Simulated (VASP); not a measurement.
An input for Ansatz (written as the equivalent of a VASP run, and not itself run):

Ansatz 0.2 input:
```yaml
crystal:
  lattice:
    - [0.0000000, 1.9398782, 1.9398782]
    - [1.9398782, 0.0000000, 1.9398782]
    - [1.9398782, 1.9398782, 0.0000000]
  atoms:
    - { symbol: Pt, position: [0.0000000, 0.0000000, 0.0000000] }
kpoints:
  mp_grid: { grid: [16, 16, 16] }
hamiltonian:
  xc: pbe
  pseudopotentials: { kind: paw }
scf:
  occupations: { method: methfessel_paxton, width: 0.1 }
  max_iter: 100
relax:
  max_steps: 40
  f_tol: 0.02
  cell: { p_target: 20 }
output: { forces: true, stress: true, eigenvalues: true }
```

### Question
Write the VASP files for the same calculation (PBE).

### Answer
One answer among several that fit: 
### POSCAR
```
Pt
1
   -0.0000000000     1.9398782463     1.9398782463
    1.9398782463    -0.0000000000     1.9398782463
    1.9398782463     1.9398782463     0.0000000000
Pt
1
Direct
  0.0000000000   0.0000000000   0.0000000000
```

### KPOINTS
```
Automatic mesh
0
Gamma
16 16 16
0 0 0
```

**INCAR**
```
ISIF  =  3   # ions, shape and volume
NSW  =  40   # most ionic steps
ENCUT  =  500
PREC  =  Accurate
LASPH  =  .TRUE.   # aspherical one-centre terms
PSTRESS  =  200
IBRION  =  2   # conjugate gradients
ALGO  =  Normal   # blocked Davidson
LMAXMIX  =  6
ISMEAR  =  1   # Methfessel-Paxton
LREAL  =  .FALSE.
SIGMA  =  0.1
LCHARG  =  .FALSE.
EDIFFG  =  -0.02
LWAVE  =  .FALSE.
GGA  =  PE
NELM  =  100   # most electronic steps
SYSTEM  =  Pt
EDIFF  =  1E-6   # SCF stop (eV)
```

POTCAR, in this order: Pt (PBE.64 set). Program: vasp_std.

Limits of the translation: each code has its own PAW files, so the cut-off isn't converted (ENCUT is set for VASP's; basis.ecutwfc is left out, and Ansatz then takes the one that its files recommend); Ansatz stops its SCF on the density residual and VASP on the energy change (EDIFF).

The compound is Pt in the fcc structure. It was relaxed first under an external pressure of 20 GPa.
